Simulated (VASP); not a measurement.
Here is the system:

```yaml
crystal:
  lattice:
    - [0.00000, 2.98235, 2.98235]
    - [2.98235, 0.00000, 2.98235]
    - [2.98235, 2.98235, 0.00000]
  atoms:
    - { symbol: Ca, position: [0.00000, 0.00000, 0.00000] }
    - { symbol: Se, position: [0.50000, 0.50000, 0.50000] }
```

These are PBE GGA, VASP's PBE PAW potentials (set 64) (plane waves; VASP) values and carry that method's errors. Numerical set-up: 520 eV cut-off, 7×7×7 Γ-centred mesh, Gaussian smearing of 0.050 eV, potentials Ca_sv Se.

Estimate the energy per atom (σ→0).

```json
{
 "energy per atom (σ→0)": "-4743 meV/atom"
}
```

Only differences to runs with the same potentials and settings are physical.

The compound is CaSe in the rock salt structure. It was relaxed first. The start is the result of an earlier pass.
